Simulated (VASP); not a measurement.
These are PBE0 hybrid, VASP's PBE PAW potentials (set 64) (plane waves; VASP) values and carry that method's errors.

The input files of a VASP run:

POSCAR:
```
SrO
1
    0.0000000000     2.5582060000     2.5582060000
    2.5582060000     0.0000000000     2.5582060000
    2.5582060000     2.5582060000     0.0000000000
Sr O
1 1
Direct
  0.5000000000   0.5000000000   0.5000000000
  0.0000000000   0.0000000000   0.0000000000
```

**KPOINTS**
```
Regular mesh
0
G
  8 8 8
0 0 0
```

**INCAR**
```
SYSTEM = SrO
PREC = Accurate; ENCUT = 360; LREAL = F
LASPH = T; ISYM = 3
EDIFF = 1E-6; NELM = 100; ALGO = Normal
LMAXMIX = 4
ISMEAR = 0; SIGMA = 0.01
GGA = PE; LHFCALC = T; AEXX = 0.25
HFRCUT = -1; PRECFOCK = Fast
ISIF = 2
LWAVE = F; LCHARG = F
```

POTCAR, in this order: Sr_sv O (PBE.64 set). Program: vasp_std.

At this cut-off the stress carries a Pulay error, which pulls relaxed volumes low.

What does the run give for the energy per atom (σ→0), pressure, band gap (on the k-mesh)?

```
Quantity                           Value
------------------------  --------------
energy per atom (σ→0)     -7.405 eV/atom
band gap (on the k-mesh)         5.50 eV
pressure                       -4.03 GPa
```

### OSZICAR
```
...
DAV:  15    -0.148099514460E+02   -0.42662E-04   -0.17414E-05   808   0.421E-02    0.166E-01
DAV:  16    -0.148099747258E+02   -0.23280E-04   -0.10293E-05   808   0.287E-02    0.104E-01
DAV:  17    -0.148099862544E+02   -0.11529E-04   -0.32576E-06   796   0.172E-02    0.621E-02
DAV:  18    -0.148099917322E+02   -0.54778E-05   -0.12719E-06   656   0.113E-02    0.369E-02
DAV:  19    -0.148099943266E+02   -0.25944E-05   -0.62115E-07   552   0.789E-03    0.221E-02
DAV:  20    -0.148099955452E+02   -0.12187E-05   -0.32247E-07   508   0.531E-03    0.135E-02
DAV:  21    -0.148099961213E+02   -0.57603E-06   -0.15437E-07   416   0.338E-03
   1 F= -.14809996E+02 E0= -.14809996E+02  d E =-.856004E-15
```

The structure comes from a computed database's SrO entry; how it stands against other phases isn't given here. The cell was not relaxed at this level. The run is one of a series of settings (ENCUT = 360 against the base run), some of them coarse on purpose.
